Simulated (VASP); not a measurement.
The system is HfOs3.

```xyz
4
Lattice="3.9736 0.0000 0.0000 0.0000 3.9736 0.0000 0.0000 0.0000 3.9736" Properties=species:S:1:pos:R:3 pbc="T T T"
Hf    0.0000    0.0000    0.0000
Os    1.9868    1.9868    0.0000
Os    1.9868    0.0000    1.9868
Os    0.0000    1.9868    1.9868
```

The cell comes from a database or a generator and needn't be the stable form of this composition.

Base run:

| Quantity | Value |
| --- | --- |
| Program | VASP 6.6.1 |
| Functional | r2SCAN |
| Potentials or basis | VASP PAW PBE potentials, release 64 (Hf_pv, Os) |
| Cutoff | 520 eV |
| k mesh | 6 × 6 × 6 |
| Occupations | fermi-dirac, width 0.1 eV |
| Spin | no spin polarisation |

Its results: band gap on the k mesh none (metal or under the smearing width); pressure -4.9 GPa.

The run is repeated on the same cell with these changes: functional from r2SCAN to PBE; further incar settings from ALGO = Normal; EDIFF = 1e-06; NBANDS = 25 to ALGO = Normal; EDIFF = 1e-07; NBANDS = 25. What comes out?

Band gap on the k mesh none (metal or under the smearing width); pressure 0.1 GPa.

Caveats: the PAW data sets were made with another functional, which shifts forces and pressure a little (some runs).

Not every run made on this cell is shown here.
